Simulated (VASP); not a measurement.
Consider the following.

```
CELL_PARAMETERS angstrom
      3.93126     0.00000     0.00000
     -1.96563     3.40457     0.00000
      0.00000     0.00000     6.90322
ATOMIC_POSITIONS crystal
  Sn 0.00000 0.00000 0.00000
  Sn 0.00000 0.00000 0.50000
  Ge 0.33333 0.66667 0.25000
  Ge 0.66667 0.33333 0.75000
```

Computed with LDA (Ceperley-Alder, Perdew-Zunger) with spin-orbit coupling, VASP's LDA PAW potentials (set 64) (plane waves; VASP). Run with 400 eV cut-off, 8×8×4 Γ-centred mesh, Gaussian smearing of 0.050 eV, potentials Sn_d Ge_d.

Task: Give the energies of bands 47 to 60 at the high-symmetry points, in eV from the Fermi level.

Result: 
| band | Γ | M | K | A | L | H |
|---|---|---|---|---|---|---|
| 47 | -0.88 | -5.92 | -5.40 | -4.98 | -7.13 | -7.34 |
| 48 | -0.88 | -5.92 | -5.40 | -4.98 | -7.13 | -7.34 |
| 49 | -0.38 | -4.73 | -4.12 | 0.61 | -1.70 | -4.29 |
| 50 | -0.38 | -4.73 | -4.12 | 0.61 | -1.70 | -4.29 |
| 51 | 0.15 | -3.92 | -2.88 | 0.61 | -1.70 | -4.19 |
| 52 | 0.15 | -3.92 | -2.88 | 0.61 | -1.70 | -4.19 |
| 53 | 0.36 | -2.04 | -2.75 | 0.92 | -1.30 | -0.51 |
| 54 | 0.36 | -2.04 | -2.75 | 0.92 | -1.30 | -0.51 |
| 55 | 1.36 | 1.08 | -2.72 | 0.92 | -1.30 | -0.48 |
| 56 | 1.36 | 1.08 | -2.72 | 0.92 | -1.30 | -0.48 |
| 57 | 1.51 | 1.36 | -2.67 | 1.82 | -1.06 | 0.35 |
| 58 | 1.51 | 1.36 | -2.67 | 1.82 | -1.06 | 0.35 |
| 59 | 2.24 | 1.59 | 4.29 | 1.82 | -1.06 | 0.39 |
| 60 | 2.24 | 1.59 | 4.29 | 1.82 | -1.06 | 0.39 |

It has no gap at this level: it comes out as a metal or semimetal.

The structure was generated: SnGe was put into the NiAs type (P6_3/mmc), which need not be its known phase. It was relaxed first, which changed the volume by -7 %.
